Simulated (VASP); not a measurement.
VASP ran on this input.

**KPOINTS**
```
Automatic mesh
0
Gamma
12 12 12
0 0 0
```

File POSCAR:
```
Na
1
   -2.0897968229     2.0897968229     2.0897968229
    2.0897968229    -2.0897968229     2.0897968229
    2.0897968229     2.0897968229    -2.0897968229
Na
1
Direct
  0.0000000000   0.0000000000   0.0000000000
```

**INCAR**
```
# general
SYSTEM = Na
PREC   = Accurate
ENCUT  = 480
LREAL  = .False.   # projection in real space or not
LASPH  = .True.   # aspherical one-centre terms

# electronic loop
EDIFF  = 1E-7
NELM   = 100
ALGO   = Normal   # blocked Davidson

# smearing
ISMEAR = 1
SIGMA  = 0.1

# functional
GGA    = PE

# ions
ISIF   = 2   # forces and stress, cell fixed

# output
LWAVE  = .False.
LCHARG = .False.
```

POTCAR, in this order: Na_pv (PBE.64 set). Program: vasp_std.

Question: Write an equivalent input for Ansatz.

Answer: One equivalent input (not run):
Ansatz 0.2 input:
```yaml
crystal:
  lattice:
    - [-2.0897968, 2.0897968, 2.0897968]
    - [2.0897968, -2.0897968, 2.0897968]
    - [2.0897968, 2.0897968, -2.0897968]
  atoms:
    - { symbol: Na, position: [0.0000000, 0.0000000, 0.0000000] }
kpoints:
  mp_grid: { grid: [12, 12, 12] }
hamiltonian:
  xc: pbe
  pseudopotentials: { kind: paw }
scf:
  occupations: { method: methfessel_paxton, width: 0.1 }
  max_iter: 100
output: { forces: true, stress: true, eigenvalues: true }
```
What does not carry over: each code has its own PAW files, so the cut-off isn't converted (ENCUT is set for VASP's; basis.ecutwfc is left out, and Ansatz then takes the one that its files recommend); Ansatz stops its SCF on the density residual and VASP on the energy change (EDIFF).

The compound is Na in the bcc structure. This cell was strained or had an atom moved on purpose.
